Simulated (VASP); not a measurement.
Given:

```
CELL_PARAMETERS angstrom
      4.43142     0.00000     0.00000
     -2.21571     3.83772     0.00000
      0.00000     0.00000    10.89252
ATOMIC_POSITIONS crystal
  La 0.66667 0.33333 0.65293
  La 0.33333 0.66667 0.34707
  Ge 0.00000 0.00000 0.50000
  I  0.33333 0.66667 0.83864
  I  0.66667 0.33333 0.16136
```

The numbers are results of PBEsol GGA, VASP's PBE PAW potentials (set 64) (plane waves; VASP), not measurements. Settings: 480 eV cut-off, 6×6×2 Γ-centred mesh, Gaussian smearing of 0.050 eV, potentials La Ge_d I.

Without a dispersion term in the relaxation, distances and binding between the weakly bound layers, chains or molecules are unreliable, and so is what depends on them. Unless said otherwise, spin-orbit coupling is left out, though it shifts the bands of the heavy elements here.

Q: Predict the energy per atom (σ→0), band gap (on the k-mesh) with the smallest direct gap where there is one.

A: 
```json
{
 "band gap (on the k-mesh)": "0.23 eV",
 "smallest direct gap (on the k-mesh)": "0.26 eV",
 "energy per atom (σ→0)": "-491.3 kJ/mol of atoms"
}
```

The absolute energy has meaning only against runs of the same code, potentials and settings.

The structure comes from a computed database's La2GeI2 entry (P-3m1); how it stands against other phases isn't given here. It was relaxed first, which changed the volume by -11 %.
